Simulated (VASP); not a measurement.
Here is a VASP 6.6.1 calculation.

File INCAR:

```
SYSTEM = Ge
PREC = Accurate
ENCUT = 520
EDIFF = 1E-7
ISMEAR = 0
SIGMA = 0.02
LREAL = .FALSE.
LASPH = .TRUE.
NELM = 100
ALGO = Normal
ISIF = 2
LWAVE = .FALSE.
LCHARG = .FALSE.
GGA = CA
LOPTICS = .TRUE.
NBANDS = 38
NEDOS = 2000
CSHIFT = 0.1
```

KPOINTS

```
Automatic mesh
0
G
  14 14 14
  0 0 0
```

File POSCAR:

```
Ge                                      
1.0
   -0.0000000000      2.8121996657      2.8121996657
    2.8121996657      0.0000000000      2.8121996657
    2.8121996657      2.8121996657      0.0000000000
  Ge            
     2
Direct
     0.0000000000000000    0.0000000000000000    0.0000000000000000
     0.2500000000000000    0.2500000000000000    0.2500000000000000
```

Potentials or basis: VASP PAW LDA potentials, release 64 (Ge_d).

Run with:

```sh
$ cat potpaw_LDA.64/Ge_d/POTCAR > POTCAR
$ mpirun -np 1 vasp_std > vasp.out
```

Question: Estimate the band gap on the k mesh.

Answer: 0.02 eV, direct.

Question: Predict the pressure.

Answer: 0.0 GPa.

Dielectric function (mean over the directions given):
```csv
energy (eV),real part,imaginary part
0.31,-61.14,62.49
0.92,17.28,8.45
1.61,7.63,22.77
2.31,13.66,15.08
3.00,11.58,22.57
3.69,5.59,34.09
4.30,-6.05,23.53
5.00,-7.20,10.57
5.69,-5.23,8.53
6.38,-6.63,3.11
7.07,-4.33,2.99
7.76,-4.07,2.45
8.38,-2.64,1.96
9.07,-2.23,1.53
9.76,-1.97,1.01
10.45,-1.53,1.00
11.15,-1.36,0.66
11.84,-1.13,0.63
12.45,-0.84,0.48
13.14,-0.71,0.39
13.84,-0.49,0.32
14.53,-0.33,0.28
15.22,-0.26,0.23
15.91,-0.17,0.22
16.53,-0.07,0.14
17.22,0.04,0.13
17.91,0.14,0.12
18.60,0.19,0.09
19.29,0.28,0.10
19.98,0.34,0.07
```

Caveat: independent-particle spectra lack excitons.

**Experimental background.**

“Electronic and optical properties of SixGe1-x-ySny alloys lattice-matched to Ge”, 2021, arxiv:2109.02782 reports, for a bulk crystal of Ge at 293 K: band gap 0.666 eV (indirect).

Against the measured gap of Ge, 0.666 eV (indirect; 293 K; “Electronic and optical properties of SixGe1-x-ySny alloys lattice-matched to Ge”, 2021, arxiv:2109.02782), the calculated 0.02 eV is off by -0.65 eV. 3 values of this kind are on record (0.666 to 0.807 eV); this one was drawn at random among those near their median. Spin-orbit coupling on Ge is left out. The value is that of LDA on a finite k mesh, which can miss the band edges, without temperature or zero-point motion. Semilocal functionals fall short of measured gaps as a rule.
